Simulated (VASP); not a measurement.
Energy against volume of Cs (bcc). Computed with PBE GGA with D3 dispersion (Becke-Johnson damping), VASP's PBE PAW potentials (set 64) (plane waves; VASP). Numerical set-up: 520 eV cut-off, 9×9×9 Γ-centred mesh, first-order Methfessel-Paxton smearing of 0.10 eV, potentials Cs_sv.

```
V (Å³/atom)  E (eV/atom)
-----------  -----------
107.226         -0.94160
110.542         -0.94223
113.859         -0.94149
117.175         -0.93954
```

Problem. Fit these four points and predict the energy of the run at 103.910 Å³/atom.

Solution. A cubic in V^(−2/3), the third-order Birch-Murnaghan form, passes through the four points with V0 = 110.34 Å³/atom and B0 = 2 GPa, and gives -0.9394 eV/atom there. The run gave -0.9394 eV/atom, -0.0 meV/atom from the fit; all five points give B0 = 2 GPa.

The compound is Cs in the bcc structure. It was relaxed first.
